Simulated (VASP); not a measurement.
OSZICAR of a VASP run on Fe (bcc):

**OSZICAR**
```
       N       E                     dE             d eps       ncg     rms          rms(c)
DAV:   1     0.172006815500E+02    0.17201E+02   -0.46569E+03  5324   0.124E+03
DAV:   2    -0.963843715421E+01   -0.26839E+02   -0.25355E+02  5250   0.149E+02
DAV:   3    -0.103680567602E+02   -0.72962E+00   -0.72456E+00  5849   0.358E+01
DAV:   4    -0.103732993563E+02   -0.52426E-02   -0.52419E-02  5677   0.292E+00
DAV:   5    -0.103733537963E+02   -0.54440E-04   -0.54440E-04  5679   0.279E-01    0.116E+01
DAV:   6    -0.159405746912E+02   -0.55672E+01   -0.39462E+00  5231   0.248E+01    0.499E+00
DAV:   7    -0.157362644125E+02    0.20431E+00   -0.41975E+00  5544   0.273E+01    0.882E+00
DAV:   8    -0.159072706724E+02   -0.17101E+00   -0.85868E-01  5554   0.131E+01    0.124E+00
DAV:   9    -0.159255107620E+02   -0.18240E-01   -0.11310E-01  5799   0.448E+00    0.607E-01
DAV:  10    -0.159230052718E+02    0.25055E-02   -0.11735E-02  6855   0.115E+00    0.157E-01
DAV:  11    -0.159229655550E+02    0.39717E-04   -0.15224E-03  5622   0.616E-01    0.918E-02
DAV:  12    -0.159229780304E+02   -0.12475E-04   -0.12091E-04  5711   0.110E-01    0.476E-02
DAV:  13    -0.159229706717E+02    0.73587E-05   -0.21087E-06  3531   0.193E-02    0.277E-02
DAV:  14    -0.159229695786E+02    0.10931E-05   -0.22834E-05  5752   0.588E-02    0.498E-03
DAV:  15    -0.159229696986E+02   -0.11997E-06   -0.44634E-07  2657   0.807E-03
   1 F= -.15922970E+02 E0= -.15923076E+02  d E =-.159230E+02  mag=     2.2791
       N       E                     dE             d eps       ncg     rms          rms(c)
DAV:   1    -0.170966989937E+02   -0.11737E+01   -0.28625E+01  5453   0.924E+01    0.113E+01
DAV:   2    -0.159547112980E+02    0.11420E+01   -0.88863E+00  5500   0.497E+01    0.829E+00
DAV:   3    -0.159454450744E+02    0.92662E-02   -0.26476E-01  5574   0.907E+00    0.405E+00
DAV:   4    -0.159318874447E+02    0.13558E-01   -0.53456E-03  6278   0.676E-01    0.815E-01
DAV:   5    -0.159238243807E+02    0.80631E-02   -0.15958E-02  5943   0.107E+00    0.208E-01
DAV:   6    -0.159238918442E+02   -0.67464E-04   -0.14469E-03  5800   0.603E-01    0.848E-02
DAV:   7    -0.159238688102E+02    0.23034E-04   -0.28947E-05  5378   0.581E-02    0.396E-02
DAV:   8    -0.159238694164E+02   -0.60614E-06   -0.15909E-05  5330   0.528E-02    0.760E-03
DAV:   9    -0.159238698102E+02   -0.39381E-06   -0.12977E-06  2756   0.155E-02
   2 F= -.15923870E+02 E0= -.15923677E+02  d E =-.900112E-03  mag=     2.0085
       N       E                     dE             d eps       ncg     rms          rms(c)
DAV:   1    -0.162528226940E+02   -0.32895E+00   -0.74239E+00  5421   0.504E+01    0.543E+00
DAV:   2    -0.159798307458E+02    0.27299E+00   -0.32187E+00  5473   0.268E+01    0.472E+00
DAV:   3    -0.159607361114E+02    0.19095E-01   -0.20210E-01  5508   0.761E+00    0.197E+00
DAV:   4    -0.159571659665E+02    0.35701E-02   -0.14602E-03  5516   0.590E-01    0.470E-01
DAV:   5    -0.159546726831E+02    0.24933E-02   -0.43180E-03  5957   0.628E-01    0.864E-02
DAV:   6    -0.159547011441E+02   -0.28461E-04   -0.64512E-05  5362   0.119E-01    0.463E-02
DAV:   7    -0.159547049097E+02   -0.37656E-05   -0.29370E-05  5829   0.627E-02    0.242E-02
DAV:   8    -0.159547045087E+02    0.40101E-06   -0.65724E-06  3971   0.388E-02
   3 F= -.15954705E+02 E0= -.15954688E+02  d E =-.317348E-01  mag=     2.1425
       N       E                     dE             d eps       ncg     rms          rms(c)
DAV:   1    -0.159552865968E+02   -0.58169E-03   -0.13459E-02  5430   0.209E+00    0.227E-01
DAV:   2    -0.159547600639E+02    0.52653E-03   -0.52682E-03  5482   0.112E+00    0.189E-01
DAV:   3    -0.159547501901E+02    0.98738E-05   -0.23417E-04  5515   0.261E-01    0.848E-02
DAV:   4    -0.159547450782E+02    0.51120E-05   -0.22550E-06  4628   0.206E-02    0.167E-02
DAV:   5    -0.159547456167E+02   -0.53858E-06   -0.77415E-06  5408   0.248E-02
   4 F= -.15954746E+02 E0= -.15954723E+02  d E =-.317759E-01  mag=     2.1371
```

Q: Which electronic solver shows in the log?

A: It is blocked Davidson (ALGO = Normal, or the opening steps of other solvers). The INCAR had ALGO = Normal.

Q: How was spin treated?

A: Collinear spin (ISPIN = 2): the summary line carries one mag value, 2.14 μB in the cell.

Q: Can the final energy be trusted as converged?

A: The run converged. It stopped with EDIFF = 1E-6, NELM = 100, NSW = 60 and EDIFFG = -0.01 after 4 ionic steps (TPSS meta-GGA, plane waves, VASP's PBE PAW potentials (set 64)). Energy and stress use the plane-wave basis of the starting cell.

The compound is Fe in the bcc structure. This run relaxes it. Symmetry was kept, so distortions that lower it aren't found.
